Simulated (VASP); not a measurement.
# What goes wrong when the gap of HfO2 is computed with a bad input

Some runs for the gap of HfO2 get a fault in the input on purpose. Which of them show, and how? The starting structure is a measured crystal structure from the Crystallography Open Database. The atoms were first relaxed with LDA in that cell, in a run that isn't shown, and the relaxed structure is the one below.

Main program and level: VASP 6.6.1; Kohn-Sham DFT with plane waves and PAW; LDA.

## Step 1: Starting point

It takes space group P2_1/c (No. 14, monoclinic). Conventional cell: a = 5.116 Å, b = 5.172 Å, c = 5.295 Å, α = 90.00°, β = 99.18°, γ = 90.00°. Nearest to Hf lie 7 O at 2.03 to 2.25 Å. Nearest to O lie 4 Hf at 2.14 to 2.25 Å. Nearest to O lie 3 Hf at 2.03 to 2.13 Å. Farther neighbours and most contacts between anions are not listed.

## Step 2: Reference bands

INCAR reads:

```
SYSTEM = HfO2
PREC = Accurate
ENCUT = 460
EDIFF = 1E-06
NELM = 100
ISMEAR = 0
SIGMA = 0.03
LREAL = .FALSE.
ALGO = Normal
GGA = CA
NBANDS = 72
LASPH = .TRUE.
LORBIT = 11
LWAVE = .FALSE.
LCHARG = .FALSE.
KPAR = 8
NCORE = 2
```

POSCAR reads:

```
HfO2
1.0
    5.1156000000      0.0000000000      0.0000000000
    0.0000000000      5.1722000000      0.0000000000
   -0.8447144024      0.0000000000      5.2269842757
Hf O
4 8
Direct
    0.2757950272      0.4567340553      0.7080925417
    0.7242049728      0.9567340553      0.7919074583
    0.7242049728      0.5432659447      0.2919074583
    0.2757950272      0.0432659447      0.2080925417
    0.4510997048      0.7424279229      0.9769591789
    0.5489002952      0.2424279229      0.5230408211
    0.5489002952      0.2575720771      0.0230408211
    0.4510997048      0.7575720771      0.4769591789
    0.0673282843      0.1710387267      0.8496936254
    0.9326717157      0.6710387267      0.6503063746
    0.9326717157      0.8289612733      0.1503063746
    0.0673282843      0.3289612733      0.3496936254
```

KPOINTS reads:

```
Automatic mesh
0
Gamma
4 4 4
0 0 0
```

KPOINTS_OPT reads:

```
Line mode
8
Line-mode
Reciprocal
  0.00000000   0.00000000   0.00000000 GAMMA
  0.00000000   0.00000000   0.50000000 Y

  0.00000000   0.00000000   0.50000000 Y
 -0.43397697   0.00000000   0.57166053 H

 -0.43397697   0.00000000   0.57166053 H
 -0.50000000   0.00000000   0.50000000 C

 -0.50000000   0.00000000   0.50000000 C
 -0.50000000   0.50000000   0.50000000 E

 -0.50000000   0.50000000   0.50000000 E
 -0.56602303   0.50000000   0.42833947 M1

 -0.56602303   0.50000000   0.42833947 M1
 -0.50000000   0.50000000   0.00000000 A

 -0.50000000   0.50000000   0.00000000 A
 -0.50000000   0.00000000   0.00000000 X

 -0.50000000   0.00000000   0.00000000 X
 -0.56602303   0.00000000   0.42833947 H1

 -0.43397697   0.50000000   0.57166053 M
  0.00000000   0.50000000   0.50000000 D

  0.00000000   0.50000000   0.50000000 D
  0.00000000   0.50000000   0.00000000 Z

  0.00000000   0.00000000   0.50000000 Y
  0.00000000   0.50000000   0.50000000 D
```

PAW data sets: Hf_pv and O (LDA family, release 64).

Run with:

```sh
> mpirun -np 16 vasp_std
```

The program printed:

```text
[banner, memory and clock lines left out]
running   16 mpi-ranks, on    1 nodes
 distrk:  each k-point on    2 cores,    8 groups
 distr:  one band on    2 cores,    1 groups

 POSCAR found type information on POSCAR HfO
 POSCAR found :  2 types and      12 ions
 LDA part: xc-table for (Slater(with rela. corr.)+CA(PZ))
 , standard interpolation
 POSCAR, INCAR and KPOINTS ok, starting setup
 FFT: planning ... GRIDC
 FFT: planning ... GRID_SOFT
 FFT: planning ... GRID
 WAVECAR not read
 entering main loop
       N       E                     dE             d eps       ncg     rms          rms(c)
DAV:   1     0.463319951384E+03    0.46332E+03   -0.44551E+04  4328   0.111E+03
DAV:   2    -0.122881232197E+03   -0.58620E+03   -0.55798E+03  5088   0.322E+02
DAV:   3    -0.153749923712E+03   -0.30869E+02   -0.30645E+02  5224   0.656E+01
DAV:   4    -0.154042202191E+03   -0.29228E+00   -0.29208E+00  5080   0.679E+00
DAV:   5    -0.154046282020E+03   -0.40798E-02   -0.40796E-02  5288   0.741E-01    0.112E+02
DAV:   6    -0.133605332384E+03    0.20441E+02   -0.54864E+01  4576   0.318E+01    0.888E+01
DAV:   7    -0.133001623237E+03    0.60371E+00   -0.46940E+00  4944   0.844E+00    0.522E+01
DAV:   8    -0.132898406304E+03    0.10322E+00   -0.51774E-01  4896   0.352E+00    0.160E+01
DAV:   9    -0.132826368034E+03    0.72038E-01   -0.18823E-01  4720   0.188E+00    0.687E+00
DAV:  10    -0.132824019561E+03    0.23485E-02   -0.97414E-03  5184   0.430E-01    0.173E+00
DAV:  11    -0.132823998750E+03    0.20811E-04   -0.13557E-03  5192   0.157E-01    0.351E-01
DAV:  12    -0.132824008201E+03   -0.94514E-05   -0.41714E-05  5568   0.409E-02    0.104E-01
DAV:  13    -0.132824006017E+03    0.21843E-05   -0.11249E-05  5032   0.156E-02    0.621E-02
DAV:  14    -0.132824005788E+03    0.22872E-06   -0.25654E-06  4592   0.802E-03
   1 F= -.13282401E+03 E0= -.13282401E+03  d E =-.209593E-18
 Start KPOINTS_OPT (optional k-point list driver)
k-point batch [1-30\88]
       N       E                     dE             ncg
DAV:   1    -0.711191769998E+04   -0.57697E+05     4320
DAV:   2    -0.238954321852E+05   -0.16784E+05     4968
DAV:   3    -0.248651892029E+05   -0.96976E+03     5184
DAV:   4    -0.248778122021E+05   -0.12623E+02     5264
DAV:   5    -0.248780697085E+05   -0.25751E+00     5624
DAV:   6    -0.248780771469E+05   -0.74384E-02     5400
DAV:   7    -0.248780773990E+05   -0.25206E-03     5544
DAV:   8    -0.248780774098E+05   -0.10813E-04     4552
DAV:   9    -0.248780774103E+05   -0.54985E-06     3568
[...]
k-point batch [61-88\88]
       N       E                     dE             ncg
DAV:   1    -0.339660154592E+04   -0.61201E+05     4040
DAV:   2    -0.189331096973E+05   -0.15537E+05     4672
DAV:   3    -0.198208424499E+05   -0.88773E+03     4872
DAV:   4    -0.198323253441E+05   -0.11483E+02     4912
DAV:   5    -0.198325559040E+05   -0.23056E+00     5200
DAV:   6    -0.198325627538E+05   -0.68498E-02     5072
DAV:   7    -0.198325629359E+05   -0.18214E-03     5264
DAV:   8    -0.198325629432E+05   -0.73098E-05     4152
DAV:   9    -0.198325629436E+05   -0.32405E-06     3384
```

Run time: 22 s. Hardware: 16 MPI ranks of AMD EPYC 9R45, shared host; peak memory 4.3 GiB; 5.5 min of CPU time.

The logs omit lines about the potential files and the build; timing stands in the text.

From OUTCAR (step 2):

```text
ion  position               nearest neighbor table
   1  0.276  0.457  0.708-   9 2.03  10 2.06  12 2.13   6 2.14   5 2.15   7 2.25   8 2.25   3 3.32
                             4 3.40   4 3.40   2 3.44   2 3.44   3 3.45   3 3.57
   2  0.724  0.957  0.792-  10 2.03   9 2.06  11 2.13   5 2.14   6 2.15   8 2.25   7 2.25   4 3.32
                             3 3.40   3 3.40   1 3.44   1 3.44   4 3.45   4 3.57
   3  0.724  0.543  0.292-  11 2.03  12 2.06  10 2.13   8 2.14   7 2.15   5 2.25   6 2.25   1 3.32
                             2 3.40   2 3.40   4 3.44   4 3.44   1 3.45   1 3.57
   4  0.276  0.043  0.208-  12 2.03  11 2.06   9 2.13   7 2.14   8 2.15   6 2.25   5 2.25   2 3.32
                             1 3.40   1 3.40   3 3.44   3 3.44   2 3.45   2 3.57
   5  0.451  0.742  0.977-   2 2.14   1 2.15   3 2.25   4 2.25
   6  0.549  0.242  0.523-   1 2.14   2 2.15   4 2.25   3 2.25
   7  0.549  0.258  0.023-   4 2.14   3 2.15   1 2.25   2 2.25
   8  0.451  0.758  0.477-   3 2.14   4 2.15   2 2.25   1 2.25
   9  0.067  0.171  0.850-   1 2.03   2 2.06   4 2.13
  10  0.933  0.671  0.650-   2 2.03   1 2.06   3 2.13
  11  0.933  0.829  0.150-   3 2.03   4 2.06   2 2.13
  12  0.067  0.329  0.350-   4 2.03   3 2.06   1 2.13

  LATTYP: Found a simple monoclinic cell.
 ALAT       =     5.1156000000
 B/A-ratio  =     1.0110641958
 C/A-ratio  =     1.0350301040
 COS(beta)  =    -0.1595366024

 Subroutine GETGRP returns: Found  4 space group operations
 (whereof  2 operations were pure point group operations)

The static configuration has the point symmetry S_2 .
 The point group associated with its full space group is C_2h.

 Found     30 irreducible k-points:

   k-points           NKPTS =     30   k-points in BZ     NKDIM =     30   number of bands    NBANDS=     72

   dimension x,y,z NGX =    36 NGY =   36 NGZ =   40
   dimension x,y,z NGXF=    72 NGYF=   72 NGZF=   80

   ENCUT  =  460.0 eV  33.81 Ry    5.81 a.u.   8.95  9.05  9.26*2*pi/ulx,y,z

   NELECT =      88.0000    total number of electrons

 k-points in reciprocal lattice and weights: Automatic mesh
   0.00000000  0.00000000  0.00000000       0.016
   0.25000000  0.00000000 -0.00000000       0.031
   0.50000000  0.00000000 -0.00000000       0.016
   0.00000000  0.25000000  0.00000000       0.031
   0.25000000  0.25000000 -0.00000000       0.062
   0.50000000  0.25000000 -0.00000000       0.031
   0.00000000  0.50000000  0.00000000       0.016
   0.25000000  0.50000000 -0.00000000       0.031
   0.50000000  0.50000000 -0.00000000       0.016
[...]
0.25000000  0.50000000  0.50000000       0.031
   0.50000000  0.50000000  0.50000000       0.016

 average (electrostatic) potential at core
       1 -38.1461       2 -38.1461       3 -38.1461       4 -38.1461       5 -71.7760
       6 -71.7760       7 -71.7760       8 -71.7760       9 -71.3867      10 -71.3867
      11 -71.3867      12 -71.3867

 E-fermi :   3.0436

 k-point     1 :       0.0000    0.0000    0.0000
  band No.  band energies     occupation
    ...
     40       1.8535      2.00000
     41       2.2788      2.00000
     42       2.3323      2.00000
     43       2.6450      2.00000
     44       2.8667      2.00000
     45       7.2509      0.00000
     46       7.7471      0.00000
     47       7.9006      0.00000
     48       8.2635      0.00000
     49       8.4494      0.00000
    ...

 k-point     2 :       0.2500    0.0000   -0.0000
  band No.  band energies     occupation
    ...
     40       1.9286      2.00000
     41       2.1606      2.00000
     42       2.2915      2.00000
     43       2.3266      2.00000
     44       2.8248      2.00000
     45       7.1443      0.00000
     46       7.5344      0.00000
     47       7.8440      0.00000
     48       8.0589      0.00000
     49       8.5417      0.00000
    ...

 k-point     3 :       0.5000    0.0000   -0.0000
  band No.  band energies     occupation
    ...
     40       1.9587      2.00000
     41       2.1200      2.00000
     42       2.2883      2.00000
     43       2.3791      2.00000
     44       2.7806      2.00000
     45       6.7982      0.00000
     46       7.8048      0.00000
     47       7.8770      0.00000
     48       7.8982      0.00000
     49       8.5950      0.00000
    ...

  Total       -8.9707187     -9.0735115     -8.7949097      0.0000000      0.0000000     -1.2293924
  in kB     -103.9237325   -105.1145642   -101.8870260      0.0000000      0.0000000    -14.2422313
  external PRESSURE =    -103.6417742 kB  Pullay stress =       0.0000000 kB

  energy-cutoff  :      460.00
  volume of cell :      138.30
      direct lattice vectors                 reciprocal lattice vectors
     5.115600000  0.000000000  0.000000000     0.195480491  0.000000000  0.031590909
     0.000000000  5.172200000  0.000000000     0.000000000  0.193341325  0.000000000
    -0.844714402  0.000000000  5.226984276     0.000000000  0.000000000  0.191314905

 POSITION                                       TOTAL-FORCE (eV/Angst)
 -----------------------------------------------------------------------------------
      0.81272      2.36232      3.70119        -0.007215      0.004074      0.004227
      3.03581      4.94842      4.13929         0.007215      0.004074     -0.004227
      3.45816      2.80988      1.52580         0.007215     -0.004074     -0.004227
      1.23508      0.22378      1.08770        -0.007215     -0.004074      0.004227
      1.48239      3.83999      5.10655         0.007012      0.002164     -0.005408
      2.36613      1.25389      2.73393        -0.007012      0.002164      0.005408
      2.78849      1.33221      0.12043        -0.007012     -0.002164      0.005408
      1.90475      3.91831      2.49306         0.007012     -0.002164     -0.005408
     -0.37332      0.88465      4.44134         0.000403      0.008045      0.008688
      4.22185      3.47075      3.39914        -0.000403      0.008045     -0.008688
      4.64421      4.28755      0.78565        -0.000403     -0.008045     -0.008688
      0.04903      1.70145      1.82784         0.000403     -0.008045      0.008688
 -----------------------------------------------------------------------------------
    total drift:                               -0.000000      0.000000     -0.000000

  FREE ENERGIE OF THE ION-ELECTRON SYSTEM (eV)
  ---------------------------------------------------
  free  energy   TOTEN  =      -132.8240057883 eV

  energy  without entropy=     -132.8240057883  energy(sigma->0) =     -132.82400579

 total charge
# of ion       s       p       d       tot
------------------------------------------
    1        0.320   6.645   1.513   8.478
    2        0.320   6.645   1.513   8.478
    3        0.320   6.645   1.513   8.478
    4        0.320   6.645   1.513   8.478
    5        1.553   3.522   0.000   5.075
    6        1.553   3.522   0.000   5.075
    7        1.553   3.522   0.000   5.075
    8        1.553   3.522   0.000   5.075
    9        1.559   3.534   0.000   5.092
   10        1.559   3.534   0.000   5.092
   11        1.559   3.534   0.000   5.092
   12        1.559   3.534   0.000   5.092
--------------------------------------------------
tot         13.725  54.802   6.052  74.579

[... 3 further parts left out ...]
```

Spin-orbit coupling is off here; with elements this heavy it can split and shift levels by tenths of an eV. At this level the cell is under a tension of 10.4 GPa, so at these settings it is away from equilibrium.

The reference gap is 3.931 eV.

## Step 3: Bands with a k mesh far too coarse and no band path

A slip made on purpose: a k mesh far too coarse and no band path. Against step 2 the input has a 1×1×1 mesh and no band path (also changed: NELM, NBANDS, NCORE and KPAR).

INCAR reads:

```
SYSTEM = HfO2
PREC = Accurate
ENCUT = 460
EDIFF = 1E-06
NELM = 60
ISMEAR = 0
SIGMA = 0.03
LREAL = .FALSE.
ALGO = Normal
GGA = CA
NBANDS = 56
LASPH = .TRUE.
LORBIT = 11
LWAVE = .FALSE.
LCHARG = .FALSE.
NCORE = 4
```

POSCAR is that of step 2.

KPOINTS reads:

```
Automatic mesh
0
Gamma
1 1 1
0 0 0
```

Run with:

```sh
> mpirun -np 16 vasp_std
```

The program printed:

```text
[banner, memory and clock lines left out]
running   16 mpi-ranks, on    1 nodes
[...]
LDA part: xc-table for (Slater(with rela. corr.)+CA(PZ))
 , standard interpolation
 POSCAR, INCAR and KPOINTS ok, starting setup
[...]
entering main loop
       N       E                     dE             d eps       ncg     rms          rms(c)
DAV:   1     0.500819506160E+03    0.50082E+03   -0.46966E+04   112   0.141E+03
DAV:   2    -0.120018586209E+03   -0.62084E+03   -0.60344E+03   136   0.379E+02
DAV:   3    -0.152295393751E+03   -0.32277E+02   -0.32089E+02   128   0.792E+01
DAV:   4    -0.152766737101E+03   -0.47134E+00   -0.47021E+00   144   0.103E+01
[...]
DAV:  13    -0.130183417719E+03    0.22685E-04   -0.18272E-04   136   0.609E-02    0.713E-02
DAV:  14    -0.130183419104E+03   -0.13846E-05   -0.11199E-05   144   0.149E-02    0.101E-02
DAV:  15    -0.130183419237E+03   -0.13288E-06   -0.37732E-07    80   0.364E-03
   1 F= -.13018342E+03 E0= -.13018342E+03  d E =-.424432E-25
```

It took 1.2 s on 16 MPI ranks; peak memory 1.4 GiB.

Parts of OUTCAR (step 3):

```text
  Total       -9.2687632     -5.8768460     -2.9128274      0.0000000      0.0000000     -2.4919027
  in kB     -107.3765112    -68.0819228    -33.7444418      0.0000000      0.0000000    -28.8681249
  external PRESSURE =     -69.7342919 kB  Pullay stress =       0.0000000 kB

 POSITION                                       TOTAL-FORCE (eV/Angst)
 -----------------------------------------------------------------------------------
      0.81272      2.36232      3.70119         0.527701     -0.011706      0.316333
      3.03581      4.94842      4.13929        -0.527701     -0.011706     -0.316333
      3.45816      2.80988      1.52580        -0.527701      0.011706     -0.316333
      1.23508      0.22378      1.08770         0.527701      0.011706      0.316333
      1.48239      3.83999      5.10655         0.020759     -0.152695     -0.427964
      2.36613      1.25389      2.73393        -0.020759     -0.152695      0.427964
      2.78849      1.33221      0.12043        -0.020759      0.152695      0.427964
      1.90475      3.91831      2.49306         0.020759      0.152695     -0.427964
     -0.37332      0.88465      4.44134         0.042101     -0.521713     -0.127842
      4.22185      3.47075      3.39914        -0.042101     -0.521713      0.127842
      4.64421      4.28755      0.78565        -0.042101      0.521713      0.127842
      0.04903      1.70145      1.82784         0.042101      0.521713     -0.127842
 -----------------------------------------------------------------------------------
    total drift:                               -0.000000      0.000000     -0.000000

  FREE ENERGIE OF THE ION-ELECTRON SYSTEM (eV)
  ---------------------------------------------------
  free  energy   TOTEN  =      -130.1834192368 eV

  energy  without entropy=     -130.1834192368  energy(sigma->0) =     -130.18341924

[... 1 part as in an earlier step ...]

[... 2 further parts left out ...]
[key lines of the parts left out:]
E-fermi :   3.2184
```

With a k mesh far too coarse and no band path the gap is 4.268 eV, +0.337 eV from the reference, read on the mesh alone.

(Part 1 of 2 ends here.)

[Lines on the potential files, build, host, timing and source positions are cut from VASP's logs without a mark.]

[Logs are printed without paths, hosts, clocks, repeated set-up lines and the standing remarks that a program may print on its own settings, such as how far it seeks lower states.]

[Hosts, paths, dates, database ids (printed as entryN), source tags and the programs' standing remarks are cut or masked in the printed files.]
